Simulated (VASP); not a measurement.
The system is Si3N4.

```
Si N
1.0
     0.00000    3.89372    3.89372
     3.89372    0.00000    3.89372
     3.89372    3.89372    0.00000
Si N
6 8
Direct
  0.12500 0.12500 0.62500
  0.12500 0.62500 0.12500
  0.62500 0.12500 0.12500
  0.12500 0.12500 0.12500
  0.75000 0.75000 0.75000
  0.50000 0.50000 0.50000
  0.36756 0.36756 0.36756
  0.35269 0.88244 0.88244
  0.88244 0.88244 0.35269
  0.88244 0.35269 0.88244
  0.36756 0.36756 0.89731
  0.36756 0.89731 0.36756
  0.88244 0.88244 0.88244
  0.89731 0.36756 0.36756
```

The cell is a database's computed one.

```yaml
Program: VASP 6.6.1
Task: relaxation of cell and atoms
Functional: PBEsol
Potentials_or_basis: VASP PAW PBE potentials, release 64 (Si, N)
Cutoff: 600 eV
k_mesh: 6 × 6 × 6
Occupations: gaussian, width 0.03 eV
Spin: no spin polarisation
```

At the start: pressure -4.9 GPa; volume 8.43 Å³/atom.

**Question.** Where does the relaxation end?

**Answer.** Over 6 steps the energy falls by 2.1 meV/atom and the volume is 8.29 Å³/atom (-1.6 %); space group Fd-3m (No. 227, to 0.05 Å).

Step by step:
```tsv
step	energy change (eV)	largest force (eV/Å)	pressure (GPa)	volume (Å³)
1	0.0000	0.0594	-4.92	118.07
2	0.0258	0.2153	7.08	113.69
3	-0.0296	0.0521	-0.07	116.19
4	-0.0296	0.0545	0.04	116.16
5	-0.0296	0.0519	0.13	116.09
6	-0.0298	0.0021	0.08	116.12
```

Final structure:
```xyz
14
Lattice="0.0000 3.8722 3.8722 3.8722 0.0000 3.8722 3.8722 3.8722 0.0000" Properties=species:S:1:pos:R:3 pbc="T T T"
Si    2.9042    2.9042    0.9681
Si    2.9042    0.9681    2.9042
Si    0.9681    2.9042    2.9042
Si    0.9681    0.9681    0.9681
Si    5.8083    5.8083    5.8083
Si    3.8722    3.8722    3.8722
N     2.8465    2.8465    2.8465
N     6.8340    4.7827    4.7827
N     4.7827    4.7827    6.8340
N     4.7827    6.8340    4.7827
N     4.8979    4.8979    2.8465
N     4.8979    2.8465    4.8979
N     6.8340    6.8340    6.8340
N     2.8465    4.8979    4.8979
```

Caveat: the PAW data sets were made with another functional, which shifts forces and pressure a little.
